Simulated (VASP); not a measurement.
Crystal: Be.

```xyz
2
Lattice="2.2853 0.0000 0.0000 -1.1426 1.9791 0.0000 0.0000 0.0000 3.5842" Properties=species:S:1:pos:R:3 pbc="T T T"
Be    0.0000    1.3194    0.8961
Be    1.1427    0.6597    2.6882
```

| Quantity | Value |
| --- | --- |
| Program | VASP 6.6.1 |
| Task | relaxation of cell and atoms |
| Functional | PBE |
| Dispersion | D3(BJ) |
| Potentials or basis | VASP PAW PBE potentials, release 64 (Be) |
| Cutoff | 600 eV |
| k mesh | 18 × 18 × 10 |
| Occupations | methfessel-paxton, width 0.1 eV |
| Spin | no spin polarisation |

At the start: pressure -9.9 GPa; volume 8.11 Å³/atom.

Problem. How do energy, volume and symmetry change on relaxing?

Solution. Over 5 steps the energy falls by 22.4 meV/atom and the volume is 7.43 Å³/atom (-8.3 %); space group P6_3/mmc (No. 194, to 0.05 Å).

The path:
```
step  energy change (eV)  largest force (eV/Å)  pressure (GPa)  volume (Å³)
   1              0.0000                0.0000           -9.87        16.21
   2             -0.0436                0.0000           -1.64        15.07
   3             -0.0447                0.0000           -0.01        14.88
   4             -0.0447                0.0000            0.22        14.85
   5             -0.0448                0.0000            0.15        14.86
```

Final structure:
```xyz
2
Lattice="2.2121 0.0000 0.0000 -1.1060 1.9157 0.0000 0.0000 0.0000 3.5061" Properties=species:S:1:pos:R:3 pbc="T T T"
Be    0.0000    1.2771    0.8765
Be    1.1060    0.6386    2.6296
```

Caveat: pairwise dispersion overbinds metals, which lowers pressure and volume.
